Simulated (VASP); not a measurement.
Here is the system:

```xyz
2
Lattice="0.0000 3.5111 3.5111 3.5111 0.0000 3.5111 3.5111 3.5111 0.0000" Properties=species:S:1:pos:R:3 pbc="T T T"
K      0.0000     0.0000     0.0000
I      3.5111     3.5111     3.5111
```

Method: optB86b-vdW, VASP's PBE PAW potentials (set 64) (plane waves; VASP 6.6.1). Numerical set-up: 520 eV cut-off, Gaussian smearing of 0.050 eV, potentials K_sv I.

Unless said otherwise, spin-orbit coupling is left out, though it shifts the bands of the heavy elements here.

Problem. Give the energies of bands 6 to 11 at the high-symmetry points, in eV from the valence-band maximum.

Solution. 
| band | Γ | X | U | L | W |
|---|---|---|---|---|---|
| 6 | 0.00 | -1.04 | -0.89 | -1.38 | -0.76 |
| 7 | 0.00 | -0.38 | -0.79 | -0.35 | -0.76 |
| 8 | 0.00 | -0.38 | -0.40 | -0.35 | -0.63 |
| 9 | 3.95 | 4.85 | 5.55 | 5.48 | 6.43 |
| 10 | 6.44 | 5.78 | 6.67 | 7.73 | 6.43 |
| 11 | 6.44 | 8.11 | 7.62 | 8.15 | 6.67 |

The gap is direct, 3.95 eV, from the valence maximum at Γ to the conduction minimum at Γ.

Measured: gap 6.10 eV (computed value off by -2.15 eV), as given by Aguado et al., (1998), arXiv:cond-mat/9809176.

The compound is KI in the rock salt structure. It was relaxed first.
